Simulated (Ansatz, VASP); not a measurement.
**One calculation of Si3NiMo, two programs**

```
Si Ni Mo
1.0
     4.66904    0.00000    0.00000
     0.00000    4.66904    0.00000
     0.00000    0.00000    4.66904
Si Ni Mo
3 1 1
Direct
  0.50000 0.00000 0.00000
  0.00000 0.50000 0.00000
  0.00000 0.00000 0.50000
  0.50000 0.50000 0.50000
  0.00000 0.00000 0.00000
```

Change from the starting cell: species swapped into the HoRu3C type (Pm-3m, No. 221).

Alike in both runs: functional PBE; k mesh 8 × 8 × 8; occupations gaussian, width 0.1 eV; no spin polarisation.

Ansatz relaxed the structure, and its values are those at the end. VASP's run is a single point on that final structure, the one shown.

|  | VASP | Ansatz |
| --- | --- | --- |
| version | VASP 6.6.1 | Ansatz 0.2.0 |
| potentials or method | VASP PAW PBE potentials, release 64 (Si, Ni, Mo_sv) | scalar-relativistic, plane waves, PAW |
| plane-wave cutoff (eV) | 520 | 420 |
| valence electrons in the cell | 36 | 44 |

|  | VASP | Ansatz | Ansatz less VASP |
| --- | --- | --- | --- |
| gap on the k mesh at the Fermi level (eV) | none | none | - |
| pressure (GPa) | 0.1 | 0.0 | -0.07 |

A gap of «none» marks a metal or a gap that the smearing closes. The two sets of potentials don't hold the same shells in valence.

Spin polarisation is off, so any magnetic state and its effect on volume and gap are missing.
